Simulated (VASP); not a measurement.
A convergence study with VASP on Br (space group Cmce): one setting is varied, all else stays as given below, so the limit is that of these other settings.

```
Br
1.0
    2.25501    -3.35734     0.00000
    2.25501     3.35734     0.00000
    0.00000     0.00000     8.77842
Br
4
Cartesian
  3.88312   0.00000   7.80402
  2.88190   0.00000   3.41481
  1.62812   0.00000   5.36362
  0.62689   0.00000   0.97441
```

Method: PBE GGA, VASP's PBE PAW potentials (set 64) (plane waves; VASP). The tightest run used: 550 eV cut-off, 15×15×6 Γ-centred mesh, tetrahedra with Blöchl corrections, potentials Br.

Gaps are read on the run's mesh, which can miss a band edge.

Problem. The settings run are 3×3×1 mesh; 4×4×2 mesh; 5×5×2 mesh; 6×6×3 mesh; 7×7×3 mesh; 8×8×3 mesh; 9×9×4 mesh; 10×10×4 mesh; 11×11×5 mesh; 12×12×5 mesh; 13×13×6 mesh; 14×14×6 mesh; 15×15×6 mesh. From which on does the energy per atom stay within 0.01 eV/atom of the tightest run?

Solution. From 4×4×2 mesh on: it is off by 0.0004 there and by no more than 0.01 in any finer run, while 3×3×1 mesh is off by 0.0338.
```json
[
 {"setting": "3×3×1 mesh", "E (eV/atom)": "-1.6360", "pressure (GPa)": "0.94", "largest force (eV/Å)": "0.677", "gap on the mesh (eV)": "1.741", "irreducible k-points": "4", "difference judged (eV/atom)": "0.0338"},
 {"setting": "4×4×2 mesh", "E (eV/atom)": "-1.6018", "pressure (GPa)": "1.29", "largest force (eV/Å)": "0.535", "gap on the mesh (eV)": "1.698", "irreducible k-points": "14", "difference judged (eV/atom)": "0.0004"},
 {"setting": "5×5×2 mesh", "E (eV/atom)": "-1.6018", "pressure (GPa)": "1.29", "largest force (eV/Å)": "0.538", "gap on the mesh (eV)": "1.736", "irreducible k-points": "18", "difference judged (eV/atom)": "0.0004"},
 {"setting": "6×6×3 mesh", "E (eV/atom)": "-1.6022", "pressure (GPa)": "1.28", "largest force (eV/Å)": "0.541", "gap on the mesh (eV)": "1.736", "irreducible k-points": "26", "difference judged (eV/atom)": "0.0000"},
 {"setting": "7×7×3 mesh", "E (eV/atom)": "-1.6022", "pressure (GPa)": "1.29", "largest force (eV/Å)": "0.541", "gap on the mesh (eV)": "1.736", "irreducible k-points": "32", "difference judged (eV/atom)": "0.0000"},
 {"setting": "8×8×3 mesh", "E (eV/atom)": "-1.6022", "pressure (GPa)": "1.29", "largest force (eV/Å)": "0.541", "gap on the mesh (eV)": "1.731", "irreducible k-points": "42", "difference judged (eV/atom)": "0.0000"},
 {"setting": "9×9×4 mesh", "E (eV/atom)": "-1.6022", "pressure (GPa)": "1.29", "largest force (eV/Å)": "0.541", "gap on the mesh (eV)": "1.713", "irreducible k-points": "75", "difference judged (eV/atom)": "0.0000"},
 {"setting": "10×10×4 mesh", "E (eV/atom)": "-1.6022", "pressure (GPa)": "1.29", "largest force (eV/Å)": "0.541", "gap on the mesh (eV)": "1.687", "irreducible k-points": "93", "difference judged (eV/atom)": "0.0000"},
 {"setting": "11×11×5 mesh", "E (eV/atom)": "-1.6022", "pressure (GPa)": "1.29", "largest force (eV/Å)": "0.541", "gap on the mesh (eV)": "1.707", "irreducible k-points": "108", "difference judged (eV/atom)": "0.0000"},
 {"setting": "12×12×5 mesh", "E (eV/atom)": "-1.6022", "pressure (GPa)": "1.29", "largest force (eV/Å)": "0.541", "gap on the mesh (eV)": "1.714", "irreducible k-points": "129", "difference judged (eV/atom)": "0.0000"},
 {"setting": "13×13×6 mesh", "E (eV/atom)": "-1.6022", "pressure (GPa)": "1.29", "largest force (eV/Å)": "0.541", "gap on the mesh (eV)": "1.697", "irreducible k-points": "196", "difference judged (eV/atom)": "0.0000"},
 {"setting": "14×14×6 mesh", "E (eV/atom)": "-1.6022", "pressure (GPa)": "1.29", "largest force (eV/Å)": "0.541", "gap on the mesh (eV)": "1.680", "irreducible k-points": "228", "difference judged (eV/atom)": "0.0000"},
 {"setting": "15×15×6 mesh", "E (eV/atom)": "-1.6022", "pressure (GPa)": "1.29", "largest force (eV/Å)": "0.541", "gap on the mesh (eV)": "1.687", "irreducible k-points": "256", "difference judged (eV/atom)": "0.0000"}
]
```

Left out are rungs that failed or repeat a setting and relaxations that didn't move; long series are thinned to 24 rows.

The structure was generated: Br was put into an ordered model structure (Cmce), which need not be its known phase. The cell was not relaxed at this level, forces remain on its atoms.
